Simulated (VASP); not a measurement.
Consider the following.

```yaml
crystal:
  lattice:
    - [-1.37809, 1.37809, 1.37809]
    - [1.37809, -1.37809, 1.37809]
    - [1.37809, 1.37809, -1.37809]
  atoms:
    - { symbol: Fe, position: [0.00000, 0.00000, 0.00000], spin: 2.1 }
```

These are AM05 GGA, VASP's PBE PAW potentials (set 64) (plane waves; VASP) values and carry that method's errors. Settings: 520 eV cut-off, 18×18×18 Γ-centred mesh, first-order Methfessel-Paxton smearing of 0.10 eV, potentials Fe.

### Question
Give the stress tensor in GPa (positive for a compressed cell).

### Answer

```
7.75  0.00  0.00
0.00  7.75  0.00
0.00  0.00  7.75
```
The pressure is its mean diagonal, 7.75 GPa.

The compound is Fe in the bcc structure. This cell is one point of a volume scan, at 0.97 of the reference volume.
